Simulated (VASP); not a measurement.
Here is the system:

```xyz
3
Lattice="4.1720 0.0000 0.0000 -2.0860 3.6131 0.0000 0.0000 0.0000 2.4660" Properties=species:S:1:pos:R:3 pbc="T T T"
Mn     0.0000     0.0000     0.0000
Si     0.0000     2.4087     1.2330
Si     2.0860     1.2044     1.2330
```
Starting moments (μB, in the order of the record's atoms Mn Si Si): 2.1 0.0 0.0.

Method: PBEsol GGA, VASP's PBE PAW potentials (set 64) (plane waves; VASP). Settings: 400 eV cut-off, 10×10×14 Γ-centred mesh, tetrahedra with Blöchl corrections, potentials Mn_pv Si.

The cores are frozen, which limits the accuracy of field gradients. The moments were started parallel, and other spin orders were not tried in this run.

**Question.** Give the principal components of the electric field gradient (V/Å²) and the asymmetry η at each nucleus.

**Answer.** 
```tsv
atom	Vxx	Vyy	Vzz	η
Mn1	13.5	13.5	-27.0	0.00
Si2	-4.6	-4.6	9.1	0.00
Si3	-4.6	-4.6	9.1	0.00
```

The structure was generated: MnSi2 was put into the AlB2 type (P6/mmm), which need not be its known phase. It was relaxed first, which changed the volume by -47 %.
